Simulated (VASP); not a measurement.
Consider the following.

```
CELL_PARAMETERS angstrom
     -1.87294     1.87294     6.20061
      1.87294    -1.87294     6.20061
      1.87294     1.87294    -6.20061
ATOMIC_POSITIONS crystal
  K  0.00000 0.00000 0.00000
  Fe 0.75000 0.25000 0.50000
  Fe 0.25000 0.75000 0.50000
  P  0.33756 0.33756 0.00000
  P  0.66244 0.66244 0.00000
```

Method: PBEsol GGA with spin-orbit coupling, VASP's PBE PAW potentials (set 64) (plane waves; VASP). Settings: 400 eV cut-off, 10×10×10 Γ-centred mesh, Gaussian smearing of 0.050 eV, potentials K_sv Fe P.

Problem. Give the energies of bands 27 to 40 at the high-symmetry points, in eV from the Fermi level.

Solution. 
```
band      Γ      X      P      N      M      S      R
----  -----  -----  -----  -----  -----  -----  -----
27    -0.50  -1.56  -1.54  -1.37  -0.58  -1.24  -1.65
28    -0.50  -1.56  -1.54  -1.37  -0.58  -1.24  -1.65
29    -0.10  -1.51  -1.53  -1.22  -0.10  -1.15  -1.49
30    -0.10  -1.51  -1.53  -1.22  -0.10  -1.15  -1.49
31    -0.08  -0.78  -0.79  -1.19   0.47  -1.14  -0.68
32    -0.08  -0.78  -0.79  -1.19   0.47  -1.14  -0.68
33     0.43  -0.33  -0.29  -0.45   0.51  -0.56  -0.50
34     0.43  -0.33  -0.29  -0.45   0.51  -0.56  -0.50
35     0.46  -0.29  -0.29  -0.29   0.87  -0.10  -0.29
36     0.46  -0.29  -0.29  -0.29   0.87  -0.10  -0.29
37     0.87  -0.27  -0.23   2.06   0.93   1.77  -0.09
38     0.87  -0.27  -0.23   2.06   0.93   1.77  -0.09
39     3.75  -0.17  -0.23   2.13   1.10   2.44  -0.05
40     3.75  -0.17  -0.23   2.13   1.10   2.44  -0.05
```

It has no gap at this level: it comes out as a metal or semimetal.

The structure comes from a computed database's Fe2KP2 entry (I4/mmm); how it stands against other phases isn't given here. It was relaxed first.
